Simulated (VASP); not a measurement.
An input for Quantum ESPRESSO's pw.x (written as the equivalent of a VASP run, and not itself run):

```
&CONTROL
  calculation = 'vc-relax'
  pseudo_dir = './pseudo'
  outdir = './out'
  tprnfor = .true.
  tstress = .true.
  nstep = 60
  forc_conv_thr = 0.00078
/
&SYSTEM
  ibrav = 0
  nat = 6
  ntyp = 2
  ecutwfc = 84
  occupations = 'smearing'
  smearing = 'methfessel-paxton'
  degauss = 0.00735
  input_dft = 'pbe'
  vdw_corr = 'grimme-d3'
  dftd3_version = 4
  dftd3_threebody = .false.
/
&ELECTRONS
  conv_thr = 7.3e-08
  electron_maxstep = 100
/
&IONS
/
&CELL
/
ATOMIC_SPECIES
  Ag 107.868 Ag.upf
  O 15.999 O.upf
CELL_PARAMETERS angstrom
     4.7608751    0.0000000    0.0000000
    -0.0000000    4.7608751    0.0000000
     0.0000000    0.0000000    4.7608751
ATOMIC_POSITIONS crystal
  Ag   0.7500000  0.2500000  0.7500000
  Ag   0.2500000  0.7500000  0.7500000
  Ag   0.7500000  0.7500000  0.2500000
  Ag   0.2500000  0.2500000  0.2500000
  O    0.0000000  1.0000000  1.0000000
  O    0.5000000  0.5000000  0.5000000
K_POINTS automatic
  6 6 6 0 0 0
```

Question: Translate this input to VASP (INCAR, KPOINTS, POSCAR, choice of POTCAR).

Answer: One answer among several that fit: 
File KPOINTS:
```
Automatic mesh
0
Gamma
 6 6 6
```

### INCAR
```
# general
SYSTEM   =  Ag2O
PREC     =  Accurate
ENCUT    =  520   # plane-wave cut-off (eV)
LREAL    =  .False.
LASPH    =  .True.   # aspherical one-centre terms

# electronic loop
EDIFF    =  1E-6   # SCF stop (eV)
NELM     =  100   # most electronic steps
ALGO     =  Normal   # blocked Davidson
LMAXMIX  =  4

# smearing
ISMEAR   =  1
SIGMA    =  0.1   # width (eV)

# functional
GGA      =  PE
IVDW     =  12

# ions
IBRION   =  2   # conjugate gradients
NSW      =  60   # most ionic steps
ISIF     =  3
EDIFFG   =  -0.02   # ionic stop

# output
LWAVE    =  .False.
LCHARG   =  .False.
```

### POSCAR
```
Ag2O
1.0
  4.7608750797   0.0000000000   0.0000000000
  0.0000000000   4.7608750797   0.0000000000
  0.0000000000   0.0000000000   4.7608750797
Ag O
4 2
Cartesian
  3.5706563098   1.1902187699   3.5706563098
  1.1902187699   3.5706563098   3.5706563098
  3.5706563098   3.5706563098   1.1902187699
  1.1902187699   1.1902187699   1.1902187699
  0.0000000000   4.7608750797   4.7608750797
  2.3804375398   2.3804375398   2.3804375398
```

POTCAR, in this order: Ag O (PBE.64 set). Program: vasp_std.

Limits of the translation: the potentials are each code's own (VASP's PAW set, PseudoDojo norm-conserving files in pw.x), so ENCUT and ecutwfc are chosen apart and not converted; conv_thr bounds pw.x's estimated SCF error, while EDIFF bounds the energy change between steps; forc_conv_thr acts on force components and is met together with etot_conv_thr.

The compound is Ag2O in the cuprite structure. This run relaxes it. Symmetry was kept, so distortions that lower it aren't found. The start is the result of an earlier pass.
